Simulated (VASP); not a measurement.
Output of a VASP run:

OSZICAR:
```
       N       E                     dE             d eps       ncg     rms          rms(c)
DAV:   1     0.902864129149E+02    0.90286E+02   -0.92813E+03   910   0.174E+03
DAV:   2    -0.257311458083E+01   -0.92860E+02   -0.88445E+02   985   0.293E+02
DAV:   3    -0.835114155669E+01   -0.57780E+01   -0.57540E+01  1125   0.758E+01
DAV:   4    -0.841951335494E+01   -0.68372E-01   -0.68350E-01  1040   0.858E+00
DAV:   5    -0.842048000159E+01   -0.96665E-03   -0.96663E-03  1085   0.104E+00    0.109E+01
DAV:   6    -0.795189194047E+01    0.46859E+00   -0.11131E+00  1190   0.446E+01    0.798E+00
DAV:   7    -0.791616476342E+01    0.35727E-01   -0.52445E-01   965   0.830E+00    0.358E+00
DAV:   8    -0.790869303834E+01    0.74717E-02   -0.96931E-03  1168   0.193E+00    0.973E-01
DAV:   9    -0.790754817509E+01    0.11449E-02   -0.24673E-03  1000   0.511E-01    0.116E-01
DAV:  10    -0.790755474534E+01   -0.65703E-05   -0.13212E-04  1055   0.145E-01    0.102E-01
DAV:  11    -0.790756279694E+01   -0.80516E-05   -0.14608E-05  1170   0.153E-01    0.594E-02
DAV:  12    -0.790755673748E+01    0.60595E-05   -0.21282E-05  1365   0.144E-01    0.213E-02
DAV:  13    -0.790755689668E+01   -0.15920E-06   -0.20248E-06   758   0.144E-02
   1 F= -.19712127E+01 E0= -.19712127E+01  d E =-.197121E+01
       N       E                     dE             d eps       ncg     rms          rms(c)
DAV:   1    -0.119912429261E+02   -0.40837E+01   -0.47428E+01  1115   0.177E+02    0.181E+01
DAV:   2    -0.798167025589E+01    0.40096E+01   -0.27736E+01   955   0.186E+02    0.781E+00
DAV:   3    -0.710933686879E+01    0.87233E+00   -0.30156E+00  1095   0.558E+01    0.304E+00
DAV:   4    -0.700401878893E+01    0.10532E+00   -0.71272E-01  1045   0.824E+00    0.201E+00
DAV:   5    -0.698561690809E+01    0.18402E-01   -0.23572E-02  1164   0.626E+00    0.157E+00
DAV:   6    -0.697201648145E+01    0.13600E-01   -0.25988E-02  1445   0.590E+00    0.291E-01
DAV:   7    -0.697199230611E+01    0.24175E-04   -0.76933E-03   950   0.924E-01    0.145E-01
DAV:   8    -0.697198776403E+01    0.45421E-05   -0.78456E-04  1108   0.286E-01    0.132E-01
DAV:   9    -0.697195057099E+01    0.37193E-04   -0.10675E-04   967   0.103E-01    0.462E-02
DAV:  10    -0.697194989103E+01    0.67996E-06   -0.15344E-05  1100   0.619E-02    0.101E-02
DAV:  11    -0.697194960583E+01    0.28520E-06   -0.23101E-06   639   0.543E-02
   2 F= -.18480918E+01 E0= -.18480918E+01  d E =0.123121E+00
       N       E                     dE             d eps       ncg     rms          rms(c)
DAV:   1    -0.932370584914E+01   -0.23518E+01   -0.20771E+01  1080   0.135E+02    0.916E+00
DAV:   2    -0.790101345329E+01    0.14227E+01   -0.40211E+00  1080   0.631E+01    0.420E+00
DAV:   3    -0.771173703444E+01    0.18928E+00   -0.21444E-01  1175   0.632E+00    0.215E+00
DAV:   4    -0.766212317965E+01    0.49614E-01   -0.33186E-02  1025   0.186E+00    0.553E-01
DAV:   5    -0.765888732315E+01    0.32359E-02   -0.36436E-03  1574   0.159E+00    0.177E-01
DAV:   6    -0.765869826983E+01    0.18905E-03   -0.15497E-03   990   0.437E-01    0.462E-02
DAV:   7    -0.765869865669E+01   -0.38686E-06   -0.71893E-05  1090   0.913E-02    0.303E-02
DAV:   8    -0.765870095306E+01   -0.22964E-05   -0.70800E-06  1317   0.101E-01    0.755E-03
DAV:   9    -0.765870097642E+01   -0.23353E-07   -0.56413E-06   790   0.606E-02
   3 F= -.20254868E+01 E0= -.20254868E+01  d E =-.542741E-01
```

OUTCAR:
```
------------------------ aborting loop because EDIFF is reached ----------------------------------------
  FORCE on cell =-STRESS in cart. coord.  units (eV):
  Direction    XX          YY          ZZ          XY          YZ          ZX
  --------------------------------------------------------------------------------------
  Total        5.5963240      5.5963240      5.5963240      0.0000000      0.0000000      0.0000000
  in kB      298.0353906    298.0353906    298.0353906      0.0000000      0.0000000      0.0000000
  external PRESSURE =      -1.9646094 kB  Pullay stress =     300.0000000 kB
  volume of cell :       30.08
      direct lattice vectors                 reciprocal lattice vectors
     0.000000000  2.468530695  2.468530695    -0.202549639  0.202549639  0.202549639
     2.468530695 -0.000000000  2.468530695     0.202549639 -0.202549639  0.202549639
     2.468530695  2.468530695  0.000000000     0.202549639  0.202549639 -0.202549639
  FREE ENERGIE OF THE ION-ELECTRON SYSTEM (eV)
  ---------------------------------------------------
  free  energy   TOTEN  =        -7.6587009764 eV

  energy  without entropy=       -7.6587009764  energy(sigma->0) =       -7.65870098
  enthalpy is  TOTEN    =        -2.0254868021 eV   P V=        5.6332141743

 reached required accuracy - stopping structural energy minimisation
```
(Selected blocks of OUTCAR.)

**POSCAR**
```
ZnS
1
    0.0000000000     2.5120376000     2.5120376000
    2.5120376000     0.0000000000     2.5120376000
    2.5120376000     2.5120376000     0.0000000000
Zn S
1 1
Direct
  0.0000000000   0.0000000000   0.0000000000
  0.2500000000   0.2500000000   0.2500000000
```

### Question
Reconstruct the remaining input files.

### Answer
Several could match; the one computed here: the input of the run itself, LDA (Ceperley-Alder, Perdew-Zunger), plane waves, VASP's LDA PAW potentials (set 64).

**INCAR**
```
! general
SYSTEM  = ZnS
PREC    = Accurate
ENCUT   = 500   ! plane-wave cut-off (eV)
LREAL   = .FALSE.
LASPH   = .TRUE.

! electronic loop
EDIFF   = 1E-6   ! SCF stop (eV)
NELM    = 100
ALGO    = Normal   ! blocked Davidson
LMAXMIX = 4

! smearing
ISMEAR  = 0
SIGMA   = 0.05

! ions
IBRION  = 2   ! conjugate gradients
NSW     = 40   ! most ionic steps
ISIF    = 3   ! ions, shape and volume
EDIFFG  = -0.02   ! ionic stop
PSTRESS = 300   ! kbar

! output
LWAVE   = .FALSE.
LCHARG  = .FALSE.
```

File KPOINTS:
```
Automatic mesh
0
Gamma
9 9 9
0 0 0
```

POTCAR, in this order: Zn S (LDA.64 set). Program: vasp_std.

Energy and stress use the plane-wave basis of the starting cell.

The compound is ZnS in the zinc blende structure. This run relaxes it under an external pressure of 30 GPa. Symmetry was kept, so distortions that lower it aren't found.
